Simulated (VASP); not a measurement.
OSZICAR of a VASP run on Tb (hcp):

OSZICAR:
```
       N       E                     dE             d eps       ncg     rms          rms(c)
DAV:   1    -0.108185843763E+02   -0.10819E+02   -0.92404E+03  1976   0.128E+03
DAV:   2    -0.618819196907E+02   -0.51063E+02   -0.50152E+02  2091   0.265E+02
DAV:   3    -0.643156905913E+02   -0.24338E+01   -0.22731E+01  2712   0.324E+01
DAV:   4    -0.643767512397E+02   -0.61061E-01   -0.60083E-01  2413   0.512E+00
DAV:   5    -0.643785827756E+02   -0.18315E-02   -0.18302E-02  2995   0.718E-01    0.273E+01
DAV:   6    -0.622479374003E+02    0.21306E+01   -0.41960E-01  2041   0.713E+00    0.149E+01
DAV:   7    -0.606984866412E+02    0.15495E+01   -0.60086E-01  2358   0.749E+00    0.168E+00
DAV:   8    -0.619630359924E+02   -0.12645E+01   -0.57843E-01  2201   0.678E+00    0.363E+00
DAV:   9    -0.620381240766E+02   -0.75088E-01   -0.31016E-02  2256   0.157E+00    0.150E+00
DAV:  10    -0.618894391167E+02    0.14868E+00   -0.24476E-02  2041   0.203E+00    0.166E+00
DAV:  11    -0.618932111255E+02   -0.37720E-02   -0.16977E-03  2456   0.409E-01    0.122E+00
DAV:  12    -0.618987566953E+02   -0.55456E-02   -0.61034E-02  1991   0.319E+00    0.900E-01
DAV:  13    -0.618976080676E+02    0.11486E-02   -0.60523E-04  2607   0.236E-01    0.981E-01
DAV:  14    -0.618997048400E+02   -0.20968E-02   -0.20280E-04  2111   0.151E-01    0.894E-01
DAV:  15    -0.619025682412E+02   -0.28634E-02   -0.25181E-04  2076   0.137E-01    0.805E-01
DAV:  16    -0.619007988502E+02    0.17694E-02   -0.19489E-04  2056   0.133E-01    0.725E-01
DAV:  17    -0.619036876920E+02   -0.28888E-02   -0.31653E-04  2066   0.185E-01    0.103E+00
DAV:  18    -0.619041522116E+02   -0.46452E-03   -0.12837E-04  2061   0.114E-01    0.897E-01
DAV:  19    -0.619103124183E+02   -0.61602E-02   -0.86855E-03  2006   0.895E-01    0.610E-01
DAV:  20    -0.619100130895E+02    0.29933E-03   -0.36315E-04  2211   0.206E-01    0.520E-01
DAV:  21    -0.619100477955E+02   -0.34706E-04   -0.32628E-05  2171   0.726E-02    0.495E-01
DAV:  22    -0.619099536806E+02    0.94115E-04   -0.19224E-04  2106   0.149E-01    0.260E-01
DAV:  23    -0.619100371517E+02   -0.83471E-04   -0.10840E-04  2016   0.131E-01    0.151E-01
DAV:  24    -0.619100505899E+02   -0.13438E-04   -0.20025E-05  2036   0.530E-02    0.826E-02
DAV:  25    -0.619100544081E+02   -0.38182E-05   -0.18661E-05  2021   0.606E-02    0.589E-02
DAV:  26    -0.619100457329E+02    0.86752E-05   -0.30836E-06  2246   0.153E-02    0.190E-02
DAV:  27    -0.619100347077E+02    0.11025E-04   -0.13322E-06  2066   0.157E-02    0.548E-03
DAV:  28    -0.619100292380E+02    0.54697E-05   -0.35918E-07  2156   0.719E-03    0.366E-03
DAV:  29    -0.619100298556E+02   -0.61761E-06   -0.55704E-08  1188   0.272E-03    0.424E-04
DAV:  30    -0.619100292198E+02    0.63585E-06   -0.10241E-08  1093   0.952E-04    0.383E-04
DAV:  31    -0.619100298181E+02   -0.59837E-06   -0.14209E-08  1078   0.152E-03    0.111E-04
DAV:  32    -0.619100298375E+02   -0.19381E-07   -0.92201E-10  1078   0.390E-04
   1 F= -.61910030E+02 E0= -.61908838E+02  d E =-.619100E+02
       N       E                     dE             d eps       ncg     rms          rms(c)
DAV:   1    -0.619118162974E+02   -0.17865E-02   -0.79805E-02  1986   0.213E+00    0.180E-01
DAV:   2    -0.619108065633E+02    0.10097E-02   -0.17048E-03  2326   0.340E-01    0.115E-01
DAV:   3    -0.619107816814E+02    0.24882E-04   -0.24054E-04  2271   0.161E-01    0.599E-02
DAV:   4    -0.619107154276E+02    0.66254E-04   -0.20111E-04  2483   0.116E-01    0.332E-02
DAV:   5    -0.619107367720E+02   -0.21344E-04   -0.63641E-05  1986   0.788E-02    0.231E-02
DAV:   6    -0.619107379283E+02   -0.11563E-05   -0.62936E-06  2528   0.218E-02    0.793E-03
DAV:   7    -0.619107386169E+02   -0.68856E-06   -0.19375E-06  2296   0.122E-02    0.105E-03
DAV:   8    -0.619107380704E+02    0.54654E-06   -0.26871E-07  2116   0.560E-03    0.699E-04
DAV:   9    -0.619107383251E+02   -0.25478E-06   -0.95340E-08  1323   0.338E-03    0.408E-04
DAV:  10    -0.619107381630E+02    0.16217E-06   -0.18061E-08  1083   0.119E-03    0.990E-05
DAV:  11    -0.619107381153E+02    0.47684E-07   -0.56371E-09  1053   0.954E-04
   2 F= -.61910738E+02 E0= -.61909553E+02  d E =-.708278E-03
       N       E                     dE             d eps       ncg     rms          rms(c)
DAV:   1    -0.619120621515E+02   -0.13240E-02   -0.80626E-02  1976   0.214E+00    0.179E-01
DAV:   2    -0.619110333089E+02    0.10288E-02   -0.17226E-03  2326   0.342E-01    0.119E-01
DAV:   3    -0.619110092696E+02    0.24039E-04   -0.23961E-04  2261   0.160E-01    0.630E-02
DAV:   4    -0.619109402184E+02    0.69051E-04   -0.20597E-04  2499   0.118E-01    0.339E-02
DAV:   5    -0.619109623992E+02   -0.22181E-04   -0.65197E-05  2006   0.796E-02    0.238E-02
DAV:   6    -0.619109635086E+02   -0.11095E-05   -0.62081E-06  2526   0.213E-02    0.741E-03
DAV:   7    -0.619109642407E+02   -0.73207E-06   -0.18163E-06  2306   0.117E-02    0.103E-03
DAV:   8    -0.619109636926E+02    0.54808E-06   -0.28104E-07  2111   0.578E-03    0.828E-04
DAV:   9    -0.619109639322E+02   -0.23957E-06   -0.93763E-08  1313   0.330E-03    0.346E-04
DAV:  10    -0.619109637895E+02    0.14271E-06   -0.15727E-08  1063   0.108E-03    0.111E-04
DAV:  11    -0.619109637427E+02    0.46825E-07   -0.53789E-09  1048   0.913E-04
   3 F= -.61910964E+02 E0= -.61909826E+02  d E =-.933905E-03
```

Which electronic solver shows in the log?

It is blocked Davidson (ALGO = Normal, or the opening steps of other solvers). The INCAR had ALGO = Normal.

Can the final energy be trusted as converged?

The calculation finished and met its thresholds. It stopped with EDIFF = 1E-7, NELM = 100, NSW = 30 and EDIFFG = -0.01 after 3 ionic steps (r2SCAN+rVV10, plane waves, VASP's PBE PAW potentials (set 64)). The 4f electrons are frozen in the core of the lanthanide potential, so 4f levels, which can set the real gap, and their magnetism are missing.

The compound is Tb in the hcp structure. This cell is one point of a volume scan, at 1.06 of the reference volume. Symmetry was kept, so distortions that lower it aren't found.
